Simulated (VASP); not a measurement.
A VASP calculation is set up with these files.

KPOINTS:
```
K-points
0
G
4 4 8
0 0 0
```

### INCAR
```
ALGO = Normal
EDIFF = 1E-7
ENCUT = 520
GGA = PS
ISIF = 2
ISMEAR = -5
LASPH = .True.
LCHARG = .True.
LEFG = .True.
LMAXMIX = 4
LORBIT = 11
LREAL = .False.
LWAVE = .False.
NEDOS = 601
NELM = 100
PREC = Accurate
SYSTEM = Ga3As4B
```

**POSCAR**
```
Ga3As4B
10.9433850
 -0.0004318158   0.4974888115   0.4999999840
  0.4974888115  -0.0004318158   0.4999999840
  0.2485284979   0.2485284979   0.0000000000
Ga As B
3 4 1
Cart
  0.4970569957   0.4970569957   0.9988495275
  0.4975518952   0.2480335983   0.2506764716
  0.2480335983   0.4975518952   0.2506764716
  0.1242642489   0.1242642489   0.1248779213
  0.3619648295   0.1350921662   0.3854923509
  0.1350921662   0.3619648295   0.3854923509
  0.3727927468   0.3727927468   0.6066407678
  0.2485284979   0.2485284979   0.4972940264
```

POTCAR, in this order: Ga_d As B (PBE.64 set). Program: vasp_std.

Q: Translate this PBEsol calculation to Ansatz.

A: One equivalent input (not run):
Ansatz 0.2 input:
```yaml
crystal:
  lattice:
    - [-0.0047255, 5.4442116, 5.4716923]
    - [5.4442116, -0.0047255, 5.4716923]
    - [2.7197430, 2.7197430, 0.0000000]
  atoms:
    - { symbol: Ga, position: [0.9988496, 0.9988496, 0.0023009] }
    - { symbol: Ga, position: [0.0001162, 0.5012368, 0.9986470] }
    - { symbol: Ga, position: [0.5012368, 0.0001162, 0.9986470] }
    - { symbol: As, position: [0.1248779, 0.1248779, 0.2502441] }
    - { symbol: As, position: [0.1576723, 0.6133125, 0.2290153] }
    - { symbol: As, position: [0.6133125, 0.1576723, 0.2290153] }
    - { symbol: As, position: [0.6066408, 0.6066408, 0.2867184] }
    - { symbol: B, position: [0.4972940, 0.4972940, 0.0054119] }
kpoints:
  mp_grid: { grid: [4, 4, 8] }
hamiltonian:
  xc: pbesol
  pseudopotentials: { kind: paw }
scf:
  occupations: { method: tetrahedron }
  max_iter: 100
output: { forces: true, stress: true, eigenvalues: true }
```
What does not carry over: each code has its own PAW files, so the cut-off isn't converted (ENCUT is set for VASP's; basis.ecutwfc is left out, and Ansatz then takes the one that its files recommend); Ansatz stops its SCF on the density residual and VASP on the energy change (EDIFF); the field gradients of LEFG aren't asked of the other code.

The structure was generated: Ga3As4B was put into an ordered model structure (Amm2), which need not be its known phase. It was relaxed first.
